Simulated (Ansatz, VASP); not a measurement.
One calculation of CdW3, two programs

```
CELL_PARAMETERS angstrom
4.05601 0.00000 0.00000
0.00000 4.05601 0.00000
0.00000 0.00000 4.05601
ATOMIC_POSITIONS crystal
Cd 0.00000 0.00000 0.00000
W 0.00000 0.50000 0.50000
W 0.50000 0.00000 0.50000
W 0.50000 0.50000 0.00000
```

Alike in both runs: task relaxation of cell and atoms; functional PBE; k mesh 12 × 12 × 12; occupations gaussian, width 0.1 eV; no spin polarisation.

|  | VASP | Ansatz |
| --- | --- | --- |
| version | VASP 6.6.1 | Ansatz 0.2.0 |
| potentials or method | VASP PAW PBE potentials, release 64 (Cd, W_sv) | scalar-relativistic, plane waves, PAW |
| plane-wave cutoff (eV) | 600 | 420 |
| valence electrons in the cell | 54 | 62 |

```tsv
	VASP	Ansatz	Ansatz less VASP
gap on the k mesh at the Fermi level, each at its own relaxed structure (eV)	none	none	-
relaxed volume (Å³/atom)	16.73	16.68	-0.059
relaxed cell length with the largest relative difference (Å)	4.060	4.056	-0.0048
```

A gap of «none» marks a metal or a gap that the smearing closes. The two sets of potentials don't hold the same shells in valence.

Spin-orbit coupling is left out, which matters for the levels of W.
